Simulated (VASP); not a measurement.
Energy against volume of Ir (fcc). These are PBE GGA with D3 dispersion (zero damping), VASP's PBE PAW potentials (set 64) (plane waves; VASP) values and carry that method's errors. Settings: 520 eV cut-off, 16×16×16 Γ-centred mesh, first-order Methfessel-Paxton smearing of 0.10 eV, potentials Ir.

```json
[
 {"V (Å³/atom)": "13.705", "E (eV/atom)": "-9.53143"},
 {"V (Å³/atom)": "14.129", "E (eV/atom)": "-9.54878"},
 {"V (Å³/atom)": "14.553", "E (eV/atom)": "-9.53586"},
 {"V (Å³/atom)": "14.977", "E (eV/atom)": "-9.49772"}
]
```

Fit these four points and predict the energy of the run at 13.281 Å³/atom.

A cubic in V^(−2/3), the third-order Birch-Murnaghan form, passes through the four points with V0 = 14.15 Å³/atom and B0 = 378 GPa, and gives -9.4778 eV/atom there. The run gave -9.4778 eV/atom, -0.0 meV/atom from the fit; all five points give B0 = 378 GPa.

The compound is Ir in the fcc structure. It was relaxed first.
